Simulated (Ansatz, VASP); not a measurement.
**Zn2Se: VASP beside Ansatz**

Aim: how closely do two programs agree when they are given the same cell, functional and k mesh? The cell is invented: As first built, before any earlier steps moved the atoms (in the runner's words): it takes the Cu2Se structure with some of its atoms replaced by other elements, volume scaled by an estimate. It may not be a known or stable phase. The cell is taken from a series of VASP runs on this material, whose earlier steps may have relaxed, scaled or displaced it; both programs get it as it stands. Other levels of theory on this material are compared in a session of their own.

Program: Ansatz 0.2.0. Level of theory: plane waves, with VASP 6.6.1 beside it; band structure at LDA and band structure at r2SCAN. Results are calculated unless marked as measured.

## Step 1: Starting point

Symmetry: Fm-3m, No. 225, cubic system. The conventional cell has a = 6.418 Å, b = 6.418 Å, c = 6.418 Å, α = 90.00°, β = 90.00°, γ = 90.00°. Nearest to Se lie 8 Zn at 2.78 Å. Nearest to Zn lie 4 Se at 2.78 Å. As first built, before any earlier steps moved the atoms (in the runner's words): sites of the Cu2Se structure (space group 225) filled with other elements, volume scaled by an estimate. Farther neighbours and most contacts between anions are not listed.

Coordinates:

```cif
data_structure
_symmetry_space_group_name_H-M 'P 1'
_symmetry_Int_Tables_number 1
_cell_length_a 4.5384
_cell_length_b 4.5384
_cell_length_c 4.5384
_cell_angle_alpha 60.000
_cell_angle_beta 60.000
_cell_angle_gamma 60.000
_cell_volume 66.10
loop_
_atom_site_label
_atom_site_type_symbol
_atom_site_fract_x
_atom_site_fract_y
_atom_site_fract_z
_atom_site_occupancy
Se1 Se 0.00000 0.00000 0.00000 1
Zn2 Zn 0.75000 0.75000 0.75000 1
Zn3 Zn 0.25000 0.25000 0.25000 1
```

## Step 2: VASP: band structure, LDA

A single point gives forces, pressure and levels at one fixed geometry, so differences don't come from the geometry; what else differs is listed under the comparison.

Lines of VASP's logs that name or quote its potential files are left out, and so is its time.

INCAR

```
SYSTEM = Zn2Se
PREC = Accurate
ENCUT = 400
EDIFF = 1E-06
NELM = 100
ISMEAR = 0
SIGMA = 0.02
LREAL = .FALSE.
ALGO = Normal
GGA = CA
LORBIT = 11
LWAVE = .FALSE.
LCHARG = .FALSE.
KPAR = 4
```

POSCAR

```
Zn2Se
1.0
    0.0000000000      3.2091025107      3.2091025107
    3.2091025107      0.0000000000      3.2091025107
    3.2091025107      3.2091025107      0.0000000000
Se Zn
1 2
Direct
    0.0000000000      0.0000000000      0.0000000000
    0.7500000000      0.7500000000      0.7500000000
    0.2500000000      0.2500000000      0.2500000000
```

KPOINTS

```
Automatic mesh
0
Gamma
4 4 4
0 0 0
```

KPOINTS_OPT

```
Line mode
16
Line-mode
Reciprocal
  0.00000000   0.00000000   0.00000000 GAMMA
  0.50000000   0.00000000   0.50000000 X

  0.50000000   0.00000000   0.50000000 X
  0.50000000   0.25000000   0.75000000 W

  0.50000000   0.25000000   0.75000000 W
  0.37500000   0.37500000   0.75000000 K

  0.37500000   0.37500000   0.75000000 K
  0.00000000   0.00000000   0.00000000 GAMMA

  0.00000000   0.00000000   0.00000000 GAMMA
  0.50000000   0.50000000   0.50000000 L

  0.50000000   0.50000000   0.50000000 L
  0.62500000   0.25000000   0.62500000 U

  0.62500000   0.25000000   0.62500000 U
  0.50000000   0.25000000   0.75000000 W

  0.50000000   0.25000000   0.75000000 W
  0.50000000   0.50000000   0.50000000 L

  0.50000000   0.50000000   0.50000000 L
  0.37500000   0.37500000   0.75000000 K

  0.62500000   0.25000000   0.62500000 U
  0.50000000   0.00000000   0.50000000 X
```

The projector-augmented-wave data sets are Se and Zn (PBE family, release 64).

On the command line:

```sh
mpirun -np 4 vasp_std
```

Numbers of over 12 decimals in the logs are rounded to 6 here.

The program printed:

```text
[banner, memory and clock lines left out]
running    4 mpi-ranks, on    1 nodes
 distrk:  each k-point on    1 cores,    4 groups
 distr:  one band on    1 cores,    1 groups

 POSCAR found type information on POSCAR SeZn
 POSCAR found :  2 types and       3 ions
|                                                                             |
|               ----> ADVICE to this user running VASP <----                  |
|                                                                             |
|     You enforced a specific xc type in the INCAR file but a different       |
|     [... a line on the potential file left out ...]
|     I HOPE YOU KNOW WHAT YOU ARE DOING!                                     |
|                                                                             |

 LDA part: xc-table for (Slater(with rela. corr.)+CA(PZ))
 , standard interpolation
 POSCAR, INCAR and KPOINTS ok, starting setup
 FFT: planning ... GRIDC
 FFT: planning ... GRID_SOFT
 FFT: planning ... GRID
 WAVECAR not read
 entering main loop
       N       E                     dE             d eps       ncg     rms          rms(c)
DAV:   1     0.138729337519E+03    0.13873E+03   -0.12815E+04   304   0.168E+03
DAV:   2     0.116892675275E+01   -0.13756E+03   -0.13429E+03   307   0.309E+02
DAV:   3    -0.763128013764E+01   -0.88002E+01   -0.86727E+01   359   0.834E+01
DAV:   4    -0.779595680266E+01   -0.16468E+00   -0.16437E+00   325   0.104E+01
DAV:   5    -0.779720725035E+01   -0.12504E-02   -0.12504E-02   324   0.842E-01    0.580E+00
DAV:   6    -0.753581807651E+01    0.26139E+00   -0.12114E+00   373   0.256E+01    0.380E+00
DAV:   7    -0.753185352496E+01    0.39646E-02   -0.15849E-01   316   0.425E+00    0.153E+00
DAV:   8    -0.752845651341E+01    0.33970E-02   -0.38872E-03   319   0.557E-01    0.403E-01
DAV:   9    -0.752813810112E+01    0.31841E-03   -0.54440E-04   349   0.228E-01    0.386E-02
DAV:  10    -0.752814618850E+01   -0.80874E-05   -0.88199E-05   335   0.906E-02    0.204E-02
DAV:  11    -0.752814812948E+01   -0.19410E-05   -0.18427E-05   310   0.488E-02    0.464E-03
DAV:  12    -0.752814812106E+01    0.84206E-08   -0.63668E-07   152   0.136E-02
   1 F= -.75281481E+01 E0= -.75281481E+01  d E =-.174581E-08
 Start KPOINTS_OPT (optional k-point list driver)
k-point batch [1-8\160]
       N       E                     dE             ncg
DAV:   1     0.179297798238E+03   -0.98777E+03      304
DAV:   2    -0.951704245697E+03   -0.11310E+04      307
DAV:   3    -0.103454333235E+04   -0.82839E+02      351
DAV:   4    -0.103620022224E+04   -0.16569E+01      313
DAV:   5    -0.103621364907E+04   -0.13427E-01      325
DAV:   6    -0.103621382383E+04   -0.17476E-03      316
DAV:   7    -0.103621382723E+04   -0.33968E-05      252
DAV:   8    -0.103621382732E+04   -0.91667E-07      185
[...]
k-point batch [153-160\160]
       N       E                     dE             ncg
DAV:   1    -0.322688424931E+02   -0.65768E+04      304
DAV:   2    -0.104228008138E+04   -0.10100E+04      307
DAV:   3    -0.109922606869E+04   -0.56946E+02      343
DAV:   4    -0.110003023957E+04   -0.80417E+00      349
DAV:   5    -0.110003444958E+04   -0.42100E-02      316
DAV:   6    -0.110003447878E+04   -0.29198E-04      349
DAV:   7    -0.110003447907E+04   -0.28549E-06      194
```

From OUTCAR (step 2):

```text
ion  position               nearest neighbor table
   1  0.000  0.000  0.000-   2 2.78   2 2.78   2 2.78   2 2.78   3 2.78   3 2.78   3 2.78   3 2.78

  LATTYP: Found a face centered cubic cell.
 ALAT       =     6.4182050214

 Subroutine GETGRP returns: Found 48 space group operations
 (whereof 48 operations were pure point group operations)

The static configuration has the point symmetry O_h .

 Found      8 irreducible k-points:

   k-points           NKPTS =      8   k-points in BZ     NKDIM =      8   number of bands    NBANDS=     19

   dimension x,y,z NGX =    30 NGY =   30 NGZ =   30
   dimension x,y,z NGXF=    60 NGYF=   60 NGZF=   60

   ENCUT  =  400.0 eV  29.40 Ry    5.42 a.u.   7.40  7.40  7.40*2*pi/ulx,y,z

   NELECT =      30.0000    total number of electrons

 k-points in reciprocal lattice and weights: Automatic mesh
   0.00000000  0.00000000  0.00000000       0.016
   0.25000000  0.00000000  0.00000000       0.125
   0.50000000  0.00000000  0.00000000       0.062
   0.25000000  0.25000000  0.00000000       0.094
   0.50000000  0.25000000  0.00000000       0.375
  -0.25000000  0.25000000  0.00000000       0.188
   0.50000000  0.50000000  0.00000000       0.047
  -0.25000000  0.50000000  0.25000000       0.094

 average (electrostatic) potential at core
       1 -56.7812       2 -36.7733       3 -36.7733

 E-fermi :   2.0396

 k-point     1 :       0.0000    0.0000    0.0000
  band No.  band energies     occupation
    ...
     11      -4.6986      2.00000
     12      -1.2679      2.00000
     13      -0.1891      2.00000
     14      -0.1891      2.00000
     15      -0.1891      2.00000
     16       3.9435      0.00000
     17       3.9435      0.00000
     18       3.9435      0.00000
     19       3.9668      0.00000

 k-point     2 :       0.2500    0.0000    0.0000
  band No.  band energies     occupation
    ...
     11      -4.7803      2.00000
     12      -3.0129      2.00000
     13      -0.5466      2.00000
     14      -0.5466      2.00000
     15       0.2399      2.00000
     16       3.2589      0.00000
     17       4.6025      0.00000
     18       4.6025      0.00000
     19       6.7177      0.00000

 k-point     3 :       0.5000    0.0000    0.0000
  band No.  band energies     occupation
    ...
     11      -4.8215      2.00000
     12      -4.4769      2.00000
     13      -0.8184      2.00000
     14      -0.8184      2.00000
     15      -0.2455      2.00000
     16       4.7075      0.00000
     17       4.7075      0.00000
     18       5.3517      0.00000
     19       6.5855      0.00000

  Total       -2.3723461     -2.3723461     -2.3723461     -0.0000000     -0.0000000      0.0000000
  in kB      -57.5052990    -57.5052990    -57.5052990     -0.0000000     -0.0000000      0.0000000
  external PRESSURE =     -57.5052990 kB  Pullay stress =       0.0000000 kB

  energy-cutoff  :      400.00
  volume of cell :       66.10
      direct lattice vectors                 reciprocal lattice vectors
     0.000000000  3.209102511  3.209102511    -0.155806802  0.155806802  0.155806802
     3.209102511  0.000000000  3.209102511     0.155806802 -0.155806802  0.155806802
     3.209102511  3.209102511  0.000000000     0.155806802  0.155806802 -0.155806802

 POSITION                                       TOTAL-FORCE (eV/Angst)
 -----------------------------------------------------------------------------------
      0.00000      0.00000      0.00000        -0.000000     -0.000000     -0.000000
      4.81365      4.81365      4.81365        -0.000000     -0.000000     -0.000000
      1.60455      1.60455      1.60455         0.000000      0.000000      0.000000
 -----------------------------------------------------------------------------------
    total drift:                               -0.000000      0.000000      0.000000

  FREE ENERGIE OF THE ION-ELECTRON SYSTEM (eV)
  ---------------------------------------------------
  free  energy   TOTEN  =        -7.5281481211 eV

  energy  without entropy=       -7.5281481193  energy(sigma->0) =       -7.52814812

 total charge
# of ion       s       p       d       tot
------------------------------------------
    1        1.531   2.153   0.047   3.732
    2        0.659   0.246   9.751  10.656
    3        0.659   0.246   9.751  10.656
--------------------------------------------------
tot          2.849   2.645  19.549  25.043

[... 3 further parts left out ...]
```

The PAW data sets were made with PBE, though LDA sets exist; this is a small mismatch. At this level the cell is under a tension of 5.8 GPa, so at these settings it is away from equilibrium.

## Step 3: Ansatz: band structure, LDA

Ansatz runs on its default PAW (the set named soft_2) files.

The same cell, functional (in two slightly different forms), mesh and smearing now go to Ansatz, which takes its cutoff from its data sets.

input.yaml

```yaml
crystal:
  lattice:
    - [0.0, 3.2091025107, 3.2091025107]
    - [3.2091025107, 0.0, 3.2091025107]
    - [3.2091025107, 3.2091025107, 0.0]
  atoms:
    - { symbol: Se, position: [0.0, 0.0, 0.0] }
    - { symbol: Zn, position: [0.75, 0.75, 0.75] }
    - { symbol: Zn, position: [0.25, 0.25, 0.25] }
hamiltonian:
  xc: lda
  pseudopotentials: { kind: paw }
kpoints:
  mp_grid: { grid: [4, 4, 4] }
  band_path:
    path:
      - [0.0, 0.0, 0.0]
      - [0.16667, 0.0, 0.16667]
      - [0.33333, 0.0, 0.33333]
      - [0.5, 0.0, 0.5]
      - [0.5, 0.08333, 0.58333]
      - [0.5, 0.18333, 0.68333]
      - [0.5, 0.25, 0.75]
      - [0.45, 0.3, 0.75]
      - [0.40833, 0.34167, 0.75]
      - [0.35, 0.35, 0.7]
      - [0.225, 0.225, 0.45]
      - [0.075, 0.075, 0.15]
      - [0.03333, 0.03333, 0.03333]
      - [0.23333, 0.23333, 0.23333]
      - [0.4, 0.4, 0.4]
      - [0.51667, 0.46667, 0.51667]
      - [0.55833, 0.38333, 0.55833]
      - [0.60833, 0.28333, 0.60833]
      - [0.60833, 0.25, 0.64167]
      - [0.55833, 0.25, 0.69167]
      - [0.51667, 0.25, 0.73333]
      - [0.5, 0.3, 0.7]
      - [0.5, 0.38333, 0.61667]
      - [0.5, 0.48333, 0.51667]
      - [0.475, 0.475, 0.55]
      - [0.425, 0.425, 0.65]
      - [0.38333, 0.38333, 0.73333]
      - [0.59167, 0.18333, 0.59167]
      - [0.55, 0.1, 0.55]
      - [0.5, 0.0, 0.5]
    npoints: 1
scf:
  occupations: { method: gaussian, width: 0.02 }
  n_extra_bands: 7
output:
  forces: true
  stress: true
  eigenvalues: true
```

On the command line:

```sh
ansatz run input.yaml --threads 2 --pin off --max-ram 4608MiB --backend cpu --events-out ev --progress --plain --runs-dir out
```

The program printed:

```text
scf.n_extra_bands = 7 over 20 filled bands (N_el = 40.0): the run solves 27 bands
Engine: ansatz 0.2.0, aarch64-unknown-linux-gnu
Pseudopotentials: kind: paw
Pseudopotential: Se, paw, valence charge 16, recommended cutoff 420 eV (normal), Se.paw.azcp
Pseudopotential: Zn, paw, valence charge 12, recommended cutoff 420 eV (normal), Zn.paw.azcp
Functional definition: SPW92
  exchange = slater_x
  correlation = pw_c
Crystal: 3 atoms, lattice volume = 66.097 Å³
Basis set: ecut = 420 eV, 1291 PW (Γ)
Bands: 27, of which v1, the nominal top of the filled ones, is band 20 counted from 1 (19 counted from 0)
Symmetry: 48 space group operations
Space group: Fm-3m (ITA 225), of the structure as read, at distance tolerance 4.0e-5 Å
k-points: 8 of 64
Non-local potential: Se, projectors of the file, l = 0: 2, l = 1: 2, l = 2: 3, l = 3: 1
Non-local potential: Zn, projectors of the file, l = 0: 2, l = 1: 2, l = 2: 3, l = 3: 1
PAW form: soft (Blöchl's): semilocal exchange-correlation on the pseudo side does not see the compensation charge
PAW frozen core: Se, regenerated for the run's functional, and the local potential with it (the file was generated under x = pbe(κ = 0.804, μ = 0.219515), c = pbe(β = 0.066725))
PAW frozen core: Zn, regenerated for the run's functional, and the local potential with it (the file was generated under x = pbe(κ = 0.804, μ = 0.219515), c = pbe(β = 0.066725))
PAW one-centre angular grid: Se, 590 points (default); XC on 64 Gauss nodes
PAW one-centre angular grid: Zn, 590 points (default); XC on 64 Gauss nodes
Initial density: superposition of atomic densities (neutral atoms: chi_scale 0, normalization atom), corrected by the library's trained network
Initial wavefunctions: pseudopotential atomic-orbital guess
Functional: x = slater, c = lda
SCF iter   1: F=—  HF=-11875.326325 eV  |F-HF|=—  |Δ(HF+E_count)|=         —  Δρ=4.23e-3  dr2=7.05e-3  ethr=1.77e-3  ⟨swp⟩=6.4  Hψ=1036  notcnv=0
preconditioner: auto → none  [insulator: Δε(μ)=0.187 eV  Ē_g=11.505 eV  σ=0.020 eV  W_gap=1.00  n_scr=14 (ndim 8)  ℏωp=25.0 eV  f_vac=0.069  D(μ)=0.00/eV (n_scr^D=0)  ε∞_Penn≈5.7]
SCF iter   2: F=—  HF=-11875.324636 eV  |F-HF|=—  |Δ(HF+E_count)|=   1.69e-3  Δρ=1.35e-3  dr2=1.46e-3  ethr=1.76e-5  ⟨swp⟩=2.1  Hψ=429  notcnv=0  defer=18
SCF iter   3: F=—  HF=-11875.323976 eV  |F-HF|=—  |Δ(HF+E_count)|=   6.60e-4  Δρ=1.06e-3  dr2=2.72e-4  ethr=3.65e-6  ⟨swp⟩=2.0  Hψ=362  notcnv=0  defer=18
SCF iter   4: F=—  HF=-11875.323961 eV  |F-HF|=—  |Δ(HF+E_count)|=   1.54e-5  Δρ=2.53e-4  dr2=2.78e-5  ethr=6.81e-7  ⟨swp⟩=2.0  Hψ=277  notcnv=0  defer=18
SCF iter   5: F=—  HF=-11875.323955 eV  |F-HF|=—  |Δ(HF+E_count)|=   5.99e-6  Δρ=6.20e-5  dr2=9.10e-7  ethr=6.96e-8  ⟨swp⟩=2.0  Hψ=317  notcnv=0  defer=18
SCF iter   6: F=-11875.323955 eV  HF=-11875.323955 eV  |F-HF|=7.08e-10  |Δ(HF+E_count)|=   2.48e-7  Δρ=9.70e-6  dr2=3.17e-8  ethr=2.50e-10  ⟨swp⟩=7.5  Hψ=1033  notcnv=0
SCF 1 converged in 6 iterations: F = -11875.323955 eV  dr2 = 3.17e-8
  greatest PAW one-centre occupation: 1.000 electrons in one spin orbital (limit 2), on the Se atom at site 0 (counted from 0), in its partial waves of l = 2
NSCF: frozen V_eff on 30 k-points
SCF converged after 6 iterations
Free energy (F): -11875.323955 eV
Harris-Foulkes:  -11875.323955 eV  (|F-HF|=7.08e-10)
Internal energy: -11875.323955 eV  (E = F + TS)
E sigma→0 (E₀):  -11875.323955 eV
Fermi energy:    7.405759 eV
--- Per-component energies (eV) ---
  E_band       = -386.289528
  E_kinetic    = 378.151117
  E_local      = -6078.034347  (includes V_loc(G=0)·N_el)
  E_nonlocal   = 644.229097
  E_hartree    = 2726.825298
  E_xc         = -372.043940
  E_vxc        = -202.003114  (∫ρ·V_xc dr)
  E_paw        = -5338.920097  (= ΣΔE_a)
  E_vpaw       = -582.293102  (= ΣTr[D̂ρ^β])
  E_aug_tail   = -0.001301  (compensation charges beyond the density's cutoff)
  E_ewald      = -3840.861427
  E_core_change = 5.331645  (= ΣΔE_core)
  E_smearing   = -0.000000  (= −TS)
  E_closure    = 0.000000  (closes the sum)
  Σ components = -11875.323955   (vs F -11875.323955, Δ=0.00e0)
--- Forces (eV/Å), atoms counted from 1 ---
  atom   1  Se     0.00000000     0.00000000    -0.00000000
  atom   2  Zn    -0.00000000    -0.00000000    -0.00000000
  atom   3  Zn     0.00000000    -0.00000000    -0.00000000
  max |Σ_I F_I| component: 1.39e-17 eV/Å
--- Stress (GPa, compression-positive) ---
       -5.656396      -0.000000      -0.000000
       -0.000000      -5.656396       0.000000
       -0.000000       0.000000      -5.656396
  P = ⅓ Tr σ = -5.6564 GPa (-56.564 kbar)
--- Band table (eV; the first three rows and the last of 8) ---
  k-point 0: bands = [... 16 lower, 4.0762, 5.1795, 5.1795, 5.1795, 9.3204, 9.3270, 9.3270, 9.3270, ... 3 higher]
  k-point 1: bands = [... 16 lower, 2.3512, 4.8239, 4.8239, 5.5989, 8.6147, 9.9850, 9.9850, 12.0861, ... 3 higher]
  k-point 2: bands = [... 16 lower, 0.8999, 4.5532, 4.5532, 5.1117, 10.0921, 10.0921, 10.6991, 11.9541, ... 3 higher]
  k-point 7: bands = [... 16 lower, 2.0842, 2.0842, 3.1122, 8.6684, 8.6684, 9.7492, 9.8074, 13.9120, ... 3 higher]
```

Elapsed: 2.4 s, on 2 threads of Arm Neoverse N1, shared host; peak memory 0.3 GiB; 4.2 s of CPU time.

## Step 4: Side by side

Known differences besides the potentials themselves: the two LDA forms differ slightly; the data sets hold 40 valence electrons in Ansatz (default PAW (the set named soft_2) files) and 30 in VASP; the cutoff is 420 eV in Ansatz and 400 eV in VASP; Ansatz makes its cores anew for this functional, VASP keeps those of its PBE data sets; VASP's log shows a relativistic correction to its local exchange, Ansatz's none. Total energies have different zeros and are not compared.

Compared:

| quantity | Ansatz | VASP | difference |
| --- | --- | --- | --- |
| pressure (GPa) | -5.66 | -5.75 | +0.09 |

Levels from 3 eV below to 2 eV above the Fermi level differ by 5 meV r.m.s. and 17 meV at most; each VASP level is matched to the nearest of Ansatz, which flatters the figure a little. Ansatz's pressure holds a Pulay correction of 0.03 GPa; VASP's holds none.

(Part 1 of 2 ends here.)

[Lines on the potential files, build, host, timing and source positions are cut from VASP's logs without a mark.]

[Logs are printed without paths, hosts, clocks, repeated set-up lines and the standing remarks that a program may print on its own settings, such as how far it seeks lower states.]

[Hosts, paths, dates, database ids (printed as entryN), source tags and the programs' standing remarks are cut or masked in the printed files.]

[VASP's PBE data sets in a run with another functional are called a small mismatch above; for pressures it isn't always small: they can move by 1 GPa and more.]
